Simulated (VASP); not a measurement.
An input for Quantum ESPRESSO's pw.x (written as the equivalent of a VASP run, and not itself run):

```
&CONTROL
  calculation = 'vc-relax'
  pseudo_dir = './pseudo'
  outdir = './out'
  tprnfor = .true.
  tstress = .true.
  nstep = 40
  forc_conv_thr = 0.00078
/
&SYSTEM
  ibrav = 0
  nat = 2
  ntyp = 2
  ecutwfc = 74
  occupations = 'smearing'
  smearing = 'gaussian'
  degauss = 0.003675
  input_dft = 'pbesol'
/
&ELECTRONS
  conv_thr = 7.3e-08
  electron_maxstep = 100
/
&IONS
/
&CELL
  press = 100
/
ATOMIC_SPECIES
  K 39.098 K.upf
  Cl 35.450 Cl.upf
CELL_PARAMETERS angstrom
    -0.0000000    2.8529923    2.8529923
     2.8529923   -0.0000000    2.8529923
     2.8529923    2.8529923    0.0000000
ATOMIC_POSITIONS crystal
  K    0.0000000  0.0000000  0.0000000
  Cl   0.5000000  0.5000000  0.5000000
K_POINTS automatic
  8 8 8 0 0 0
```

Q: Translate this input to VASP (INCAR, KPOINTS, POSCAR, choice of POTCAR).

A: One answer among several that fit: 
**INCAR**
```
! general
SYSTEM =KCl
PREC   =Accurate
ENCUT  =500
LREAL  =F
LASPH  =T

! electronic loop
EDIFF  =1E-6
NELM   =100
ALGO   =Normal

! smearing
ISMEAR =0
SIGMA  =0.05

! functional
GGA    =PS

! ions
IBRION =2
NSW    =40
ISIF   =3
EDIFFG =-0.02
PSTRESS=100

! output
LWAVE  =F
LCHARG =F
```

**POSCAR**
```
KCl
1.0
  0.0000000000   2.8529922595   2.8529922595
  2.8529922595   0.0000000000   2.8529922595
  2.8529922595   2.8529922595   0.0000000000
K Cl
1 1
Cartesian
  0.0000000000   0.0000000000   0.0000000000
  2.8529922595   2.8529922595   2.8529922595
```

### KPOINTS
```
Automatic mesh
0
Gamma
8 8 8
0 0 0
```

POTCAR, in this order: K_sv Cl (PBE.64 set). Program: vasp_std.

What does not carry over: the potentials are each code's own (VASP's PAW set, PseudoDojo norm-conserving files in pw.x), so ENCUT and ecutwfc are chosen apart and not converted; conv_thr bounds pw.x's estimated SCF error, while EDIFF bounds the energy change between steps; forc_conv_thr acts on force components and is met together with etot_conv_thr.

The compound is KCl in the rock salt structure. It was relaxed first under an external pressure of 10 GPa.
